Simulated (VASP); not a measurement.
Data:

```
FeO
1.0
    4.43695     2.21848     2.21848
    2.21848     4.43695     2.21848
    2.21848     2.21848     4.43695
Fe O
2 2
Direct
  0.00000   0.00000   0.00000
  0.50000   0.50000   0.50000
  0.25000   0.25000   0.25000
  0.75000   0.75000   0.75000
```
Starting moments (μB, in the order of the record's atoms Fe Fe O O): 4.0 -4.0 0.0 0.0.

Calculation: PBE GGA, VASP's PBE PAW potentials (set 64) (plane waves; VASP). Numerical set-up: 400 eV cut-off, 7×7×7 Γ-centred mesh, Fermi-Dirac smearing of 0.010 eV, potentials Fe O.

At this cut-off the stress carries a Pulay error, which pulls relaxed volumes low.

### Question
Give the stress tensor in GPa (positive for a compressed cell).

### Answer

```
-18.87    2.46    2.46
  2.46  -18.87    2.46
  2.46    2.46  -18.87
```
The pressure is its mean diagonal, -18.87 GPa.

The structure is a typed FeO crystal. The cell was not relaxed at this level. The k-mesh is coarse (spacing up to 0.34 per Å, 2π included), so the numbers may not be converged in it.
